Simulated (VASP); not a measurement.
Calculation: PBE GGA, VASP's PBE PAW potentials (set 64) (plane waves; VASP).

Input for VASP

POSCAR:
```
HfB2
1.0
  1.5706953296  -2.7205243464   0.0000000000
  1.5706953296   2.7205243464   0.0000000000
  0.0000000000   0.0000000000   3.4913938521
Hf B
1 2
Cart
  1.5706953296   2.7205243464   0.0000000000
  1.5706953296   0.9068432625   1.7456969260
  1.5706953296  -0.9068432625   1.7456969260
```

INCAR:
```
SYSTEM = HfB2
PREC = Accurate; ENCUT = 620; LREAL = .FALSE.
LASPH = .TRUE.
EDIFF = 1E-6; NELM = 100; ALGO = Normal
LMAXMIX = 6
ISMEAR = 1; SIGMA = 0.1
GGA = PE
IBRION = 2; NSW = 40; ISIF = 3
EDIFFG = -0.02
LWAVE = .FALSE.; LCHARG = .FALSE.
```

**KPOINTS**
```
kpoints
0
G
11 11 9
```

POTCAR, in this order: Hf_pv B (PBE.64 set). Program: vasp_std.

The run wrote:

OUTCAR:
```
 ion  position               nearest neighbor table
   1  0.000  0.000  0.000-   2 2.52   3 2.52   2 2.52   3 2.52   3 2.52   3 2.52   2 2.52   2 2.52
                             3 2.52   3 2.52   2 2.52   2 2.52
   2  0.333  0.667  0.500-   3 1.81   3 1.81   3 1.81   1 2.52   1 2.52   1 2.52   1 2.52   1 2.52
                             1 2.52
   3  0.667  0.333  0.500-   2 1.81   2 1.81   2 1.81   1 2.52   1 2.52   1 2.52   1 2.52   1 2.52
                             1 2.52
  LATTYP: Found a hexagonal cell.
 ALAT       =     3.1413908604
 C/A-ratio  =     1.1114165690
 Subroutine PRICEL returns:
 Original cell was already a primitive cell.
 Subroutine GETGRP returns: Found 24 space group operations
The static configuration has the point symmetry D_6h.
The dynamic configuration has the point symmetry D_6h.
 Subroutine INISYM returns: Found 24 space group operations
 Subroutine IBZKPT returns following result:
 Found     80 irreducible k-points:

 Following reciprocal coordinates:
            Coordinates               Weight
  0.000000  0.000000  0.000000      1.000000
  0.090909 -0.000000  0.000000      6.000000
  0.181818 -0.000000  0.000000      6.000000
  0.272727  0.000000  0.000000      6.000000
  0.363636 -0.000000  0.000000      6.000000
  0.454545 -0.000000  0.000000      6.000000
  0.090909  0.090909  0.000000      6.000000
  0.181818  0.090909  0.000000     12.000000
  0.272727  0.090909  0.000000     12.000000
  0.363636  0.090909  0.000000     12.000000
  0.454545  0.090909  0.000000      6.000000
  0.181818  0.181818  0.000000      6.000000
  0.272727  0.181818  0.000000     12.000000
  0.363636  0.181818  0.000000     12.000000
  0.272727  0.272727  0.000000      6.000000
  0.363636  0.272727  0.000000      6.000000
  0.000000  0.000000  0.111111      2.000000
  0.090909 -0.000000  0.111111     12.000000
  0.181818 -0.000000  0.111111     12.000000
...
```

### OSZICAR
```
       N       E                     dE             d eps       ncg     rms          rms(c)
DAV:   1     0.345519461764E+02    0.34552E+02   -0.93397E+03  1920   0.146E+03
DAV:   2    -0.267140504689E+02   -0.61266E+02   -0.56849E+02  2392   0.260E+02
DAV:   3    -0.287722870301E+02   -0.20582E+01   -0.20061E+01  2552   0.352E+01
DAV:   4    -0.287896711744E+02   -0.17384E-01   -0.17370E-01  2352   0.347E+00
DAV:   5    -0.287898444219E+02   -0.17325E-03   -0.17323E-03  2484   0.290E-01    0.521E+01
DAV:   6    -0.265219764347E+02    0.22679E+01   -0.52383E+00  2308   0.150E+01    0.382E+01
DAV:   7    -0.264761984497E+02    0.45778E-01   -0.16297E+00  2396   0.887E+00    0.118E+01
DAV:   8    -0.264123790522E+02    0.63819E-01   -0.45727E-01  2280   0.476E+00    0.182E+00
DAV:   9    -0.264079486339E+02    0.44304E-02   -0.32308E-02  2292   0.141E+00    0.261E-01
DAV:  10    -0.264079024640E+02    0.46170E-04   -0.91635E-04  2348   0.260E-01    0.353E-01
DAV:  11    -0.264079044825E+02   -0.20185E-05   -0.11458E-04  2336   0.852E-02    0.195E-01
DAV:  12    -0.264078995092E+02    0.49733E-05   -0.12778E-05  2360   0.310E-02    0.191E-02
DAV:  13    -0.264078996989E+02   -0.18974E-06   -0.48814E-07  1360   0.721E-03
   1 F= -.26407900E+02 E0= -.26407920E+02  d E =-.264079E+02
       N       E                     dE             d eps       ncg     rms          rms(c)
DAV:   1    -0.264080743311E+02   -0.17482E-03   -0.88929E-03  2084   0.827E-01    0.161E-01
DAV:   2    -0.264080066445E+02    0.67687E-04   -0.12267E-04  2372   0.102E-01    0.601E-02
DAV:   3    -0.264079748737E+02    0.31771E-04   -0.31493E-05  2364   0.465E-02    0.232E-02
DAV:   4    -0.264079730583E+02    0.18153E-05   -0.41656E-06  2500   0.171E-02    0.150E-02
DAV:   5    -0.264079733210E+02   -0.26264E-06   -0.31850E-07  1164   0.464E-03
   2 F= -.26407973E+02 E0= -.26407992E+02  d E =-.736220E-04
```

File OUTCAR:
```
------------------------ aborting loop because EDIFF is reached ----------------------------------------
  FORCE on cell =-STRESS in cart. coord.  units (eV):
  Direction    XX          YY          ZZ          XY          YZ          ZX
  --------------------------------------------------------------------------------------
  Total        0.0029626      0.0029626      0.0155924      0.0000000      0.0000000      0.0000000
  in kB        0.1591686      0.1591687      0.8377203      0.0000000      0.0000000      0.0000000
  external PRESSURE =       0.3853525 kB  Pullay stress =       0.0000000 kB
  volume of cell :       29.82
      direct lattice vectors                 reciprocal lattice vectors
     1.571428337 -2.721793953  0.000000000     0.318181866 -0.183702370  0.000000000
     1.571428337  2.721793953  0.000000000     0.318181866  0.183702370  0.000000000
    -0.000000000 -0.000000000  3.486145119    -0.000000000  0.000000000  0.286849791
 POSITION                                       TOTAL-FORCE (eV/Angst)
 -----------------------------------------------------------------------------------
     -0.00000     -0.00000      3.48615        -0.000000      0.000000      0.000000
      1.57143      0.90727      1.74307         0.000000     -0.000000      0.000000
      1.57143     -0.90727      1.74307        -0.000000      0.000000      0.000000
 -----------------------------------------------------------------------------------
    total drift:                                0.000000      0.000000      0.000000
  FREE ENERGIE OF THE ION-ELECTRON SYSTEM (eV)
  ---------------------------------------------------
  free  energy   TOTEN  =       -26.4079733210 eV

  energy  without entropy=      -26.4080303233  energy(sigma->0) =      -26.40799232

 reached required accuracy - stopping structural energy minimisation
```
(Selected blocks of OUTCAR.)

### CONTCAR
```
HfB2
   1.00000000000000
     1.5714283371491455   -2.7217939530427091    0.0000000000000000
     1.5714283371491455    2.7217939530427091    0.0000000000000000
    -0.0000000000000000   -0.0000000000000000    3.4861451194923032
  Hf              B
     1     2
Direct
     0.0000000000000000    0.0000000000000000    1.0000000000000000
     0.3333330000000032    0.6666669999999968    0.5000000000000000
     0.6666669999999968    0.3333330000000032    0.5000000000000000
```

### OUTCAR
```
 val. band max:        7.4640114436   @ k =   0.1818   0.1818   0.1111

 cond. band min:       7.6150061802   @ k =   0.2727   0.1818   0.0000


 Fermi energy:         7.5853468170

 k-point     1 :       0.0000    0.0000    0.0000
  band No.  band energies     occupation
      1     -23.0093      2.00000
      2     -22.5129      2.00000
      3     -22.5129      2.00000
      4      -6.0916      2.00000
      5       4.6429      2.00000
      6       4.7582      2.00000
      7       4.7582      2.00000
      8       4.8522      2.00000
      9      11.6484      0.00000
     10      11.6484      0.00000
     11      12.2758      0.00000
     12      12.2759      0.00000

 k-point     2 :       0.0909   -0.0000    0.0000
  band No.  band energies     occupation
      1     -22.9990      2.00000
      2     -22.5765      2.00000
      3     -22.5270      2.00000
      4      -5.9139      2.00000
      5       4.2562      2.00000
      6       4.7013      2.00000
      7       4.7458      2.00000
      8       4.8213      2.00000
      9      11.0594      0.00000
     10      11.5246      0.00000
     11      11.5558      0.00000
     12      11.8621      0.00000

 k-point     3 :       0.1818   -0.0000    0.0000
  band No.  band energies     occupation
      1     -22.9712      2.00000
      2     -22.7435      2.00000
      3     -22.5646      2.00000
      4      -5.4032      2.00000
      5       3.0978      2.00000
      6       4.3503      2.00000
      7       4.6757      2.00000
      8       5.2190      2.00000
      9       9.9386      0.00000
     10      11.2150      0.00000
     11      11.3185      0.00000
     12      11.9159      0.00000

 k-point     4 :       0.2727    0.0000    0.0000
  band No.  band energies     occupation
      1     -22.9547      2.00000
      2     -22.9347      2.00000
      3     -22.6133      2.00000
      4      -4.6145      2.00000
      5       1.7205      2.00000
      6       3.9747      2.00000
...
```

Unless said otherwise, spin-orbit coupling is left out, though it shifts the bands of the heavy elements here.

The compound is HfB2 in the AlB2 type structure. This run relaxes it. Symmetry was kept, so distortions that lower it aren't found.
